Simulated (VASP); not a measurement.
OSZICAR of a VASP run on BAs (zinc blende):

**OSZICAR**
```
       N       E                     dE             d eps       ncg     rms          rms(c)
DAV:   1     0.153208589177E+02    0.15321E+02   -0.42120E+03   752   0.979E+02
DAV:   2    -0.116143283693E+02   -0.26935E+02   -0.26025E+02  1144   0.113E+02
DAV:   3    -0.120064998004E+02   -0.39217E+00   -0.39217E+00   872   0.181E+01
DAV:   4    -0.120071863314E+02   -0.68653E-03   -0.68653E-03  1104   0.784E-01
DAV:   5    -0.120071865852E+02   -0.25382E-06   -0.25382E-06   864   0.116E-02    0.477E+00
DAV:   6    -0.114738216061E+02    0.53336E+00   -0.17533E+00   784   0.678E+00    0.236E+00
DAV:   7    -0.114205812163E+02    0.53240E-01   -0.18759E-01  1064   0.264E+00    0.939E-01
DAV:   8    -0.114140233483E+02    0.65579E-02   -0.21243E-02   816   0.102E+00    0.112E-01
DAV:   9    -0.114143401258E+02   -0.31678E-03   -0.61326E-04   960   0.198E-01    0.632E-02
DAV:  10    -0.114145253554E+02   -0.18523E-03   -0.29571E-04   872   0.127E-01    0.160E-02
DAV:  11    -0.114145312284E+02   -0.58730E-05   -0.11797E-05  1144   0.269E-02    0.131E-02
DAV:  12    -0.114145309114E+02    0.31709E-06   -0.25371E-06   808   0.112E-02    0.215E-03
DAV:  13    -0.114145309199E+02   -0.85101E-08   -0.76886E-08   672   0.228E-03
   1 F= -.10542812E+02 E0= -.10542812E+02  d E =-.105428E+02
       N       E                     dE             d eps       ncg     rms          rms(c)
DAV:   1    -0.114029947880E+02    0.11536E-01   -0.12243E+00   864   0.866E+00    0.110E+00
DAV:   2    -0.113752672190E+02    0.27728E-01   -0.43203E-02   824   0.131E+00    0.530E-01
DAV:   3    -0.113662300312E+02    0.90372E-02   -0.19366E-02   816   0.779E-01    0.195E-01
DAV:   4    -0.113656782743E+02    0.55176E-03   -0.99481E-04   952   0.216E-01    0.108E-01
DAV:   5    -0.113656419964E+02    0.36278E-04   -0.80437E-05   992   0.635E-02    0.517E-02
DAV:   6    -0.113656416600E+02    0.33646E-06   -0.43999E-06   856   0.156E-02    0.228E-03
DAV:   7    -0.113656415454E+02    0.11455E-06   -0.26984E-07   936   0.334E-03    0.169E-03
DAV:   8    -0.113656413902E+02    0.15522E-06   -0.53991E-08   496   0.181E-03    0.593E-04
DAV:   9    -0.113656414124E+02   -0.22180E-07   -0.16271E-09   376   0.375E-04
   2 F= -.10547796E+02 E0= -.10547796E+02  d E =-.498396E-02
       N       E                     dE             d eps       ncg     rms          rms(c)
DAV:   1    -0.114074630965E+02   -0.41822E-01   -0.23736E-01   872   0.373E+00    0.475E-01
DAV:   2    -0.114018973368E+02    0.55658E-02   -0.91657E-03   808   0.600E-01    0.233E-01
DAV:   3    -0.114001173561E+02    0.17800E-02   -0.37645E-03   824   0.344E-01    0.754E-02
DAV:   4    -0.113999896540E+02    0.12770E-03   -0.21949E-04   960   0.100E-01    0.425E-02
DAV:   5    -0.113999813167E+02    0.83372E-05   -0.14618E-05   952   0.268E-02    0.218E-02
DAV:   6    -0.113999814270E+02   -0.11025E-06   -0.10042E-06   856   0.724E-03    0.755E-04
DAV:   7    -0.113999814929E+02   -0.65893E-07   -0.56627E-08   480   0.158E-03
   3 F= -.10558409E+02 E0= -.10558409E+02  d E =-.155972E-01
```

Which electronic solver shows in the log?

It is blocked Davidson (ALGO = Normal, or the opening steps of other solvers). The INCAR had ALGO = Normal.

Can the final energy be trusted as converged?

Self-consistency was reached. It stopped with EDIFF = 1E-7, NELM = 100, NSW = 40 and EDIFFG = -0.01 after 3 ionic steps (PBE GGA, plane waves, VASP's PBE PAW potentials (set 64)). Energy and stress use the plane-wave basis of the starting cell.

The compound is BAs in the zinc blende structure. This run relaxes it under an external pressure of 5 GPa. Symmetry was kept, so distortions that lower it aren't found.
